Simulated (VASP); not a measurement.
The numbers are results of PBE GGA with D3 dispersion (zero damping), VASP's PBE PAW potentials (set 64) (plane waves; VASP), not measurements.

A VASP calculation is set up with these files.

File POSCAR:
```
CuI
1
    0.0000000000     2.9355821119     2.9355821119
    2.9355821119     0.0000000000     2.9355821119
    2.9355821119     2.9355821119     0.0000000000
Cu I
1 1
Direct
  0.0000000000   0.0000000000   0.0000000000
  0.2500000000   0.2500000000   0.2500000000
```

### KPOINTS
```
K-points
0
gamma
8 8 8
0 0 0
```

### INCAR
```
ISMEAR  =  0   ! Gaussian
LMAXMIX  =  4
LASPH  =  .TRUE.   ! aspherical one-centre terms
LWAVE  =  .FALSE.
ISIF  =  2   ! forces and stress, cell fixed
LREAL  =  .FALSE.
SYSTEM  =  CuI
LCHARG  =  .FALSE.
IVDW  =  11   ! D3, zero damping
ALGO  =  Normal   ! blocked Davidson
SIGMA  =  0.05   ! width (eV)
PREC  =  Accurate
NELM  =  100   ! most electronic steps
EDIFF  =  1E-7
ENCUT  =  520   ! plane-wave cut-off (eV)
GGA  =  PE   ! PBE
```

POTCAR, in this order: Cu I (PBE.64 set). Program: vasp_std.

Output of the run:

File OSZICAR:
```
       N       E                     dE             d eps       ncg     rms          rms(c)
DAV:   1     0.106780385370E+03    0.10678E+03   -0.80642E+03   754   0.155E+03
DAV:   2     0.235895583360E+01   -0.10442E+03   -0.97997E+02   764   0.275E+02
DAV:   3    -0.549474116692E+01   -0.78537E+01   -0.77423E+01  1027   0.873E+01
DAV:   4    -0.575021159132E+01   -0.25547E+00   -0.25536E+00   902   0.136E+01
DAV:   5    -0.575816778633E+01   -0.79562E-02   -0.79560E-02  1113   0.250E+00    0.613E+00
DAV:   6    -0.566460198858E+01    0.93566E-01   -0.43746E+00   782   0.633E+01    0.399E+00
DAV:   7    -0.547830134674E+01    0.18630E+00   -0.10008E+00   839   0.377E+01    0.202E+00
DAV:   8    -0.548071655755E+01   -0.24152E-02   -0.61792E-02  1141   0.452E+00    0.541E-01
DAV:   9    -0.547641324835E+01    0.43033E-02   -0.20910E-02   931   0.478E+00    0.146E-01
DAV:  10    -0.547659607180E+01   -0.18282E-03   -0.93166E-04   936   0.326E-01    0.816E-02
DAV:  11    -0.547665549638E+01   -0.59425E-04   -0.49213E-04   963   0.720E-01    0.358E-02
DAV:  12    -0.547665065825E+01    0.48381E-05   -0.57411E-05  1178   0.180E-01    0.285E-02
DAV:  13    -0.547664971565E+01    0.94260E-06   -0.23554E-06  1156   0.265E-02    0.175E-02
DAV:  14    -0.547664838222E+01    0.13334E-05   -0.77530E-06  1063   0.944E-02    0.374E-03
DAV:  15    -0.547664886411E+01   -0.48189E-06   -0.13216E-06   809   0.745E-03    0.423E-03
DAV:  16    -0.547664888706E+01   -0.22955E-07   -0.42743E-08   447   0.336E-03
   1 F= -.60763737E+01 E0= -.60763737E+01  d E =-.162844E-12
```

### OUTCAR
```
------------------------ aborting loop because EDIFF is reached ----------------------------------------
 Edisp (eV)   -0.59972
  FORCE on cell =-STRESS in cart. coord.  units (eV):
  Direction    XX          YY          ZZ          XY          YZ          ZX
  --------------------------------------------------------------------------------------
  Total       1.03914     1.03914     1.03914     0.00000    -0.00000     0.00000
  in kB      32.90581    32.90581    32.90581     0.00000    -0.00000     0.00000
  external pressure =       32.91 kB  Pullay stress =        0.00 kB
  volume of cell :       50.60
      direct lattice vectors                 reciprocal lattice vectors
     0.000000000  2.935582112  2.935582112    -0.170323970  0.170323970  0.170323970
     2.935582112  0.000000000  2.935582112     0.170323970 -0.170323970  0.170323970
     2.935582112  2.935582112  0.000000000     0.170323970  0.170323970 -0.170323970
  FREE ENERGIE OF THE ION-ELECTRON SYSTEM (eV)
  ---------------------------------------------------
  free  energy   TOTEN  =        -6.0763736584 eV

  energy  without entropy=       -6.0763736584  energy(sigma->0) =       -6.07637366
```
(Selected blocks of OUTCAR.)

The compound is CuI in the zinc blende structure. This cell is one point of a volume scan, at 0.94 of the reference volume.
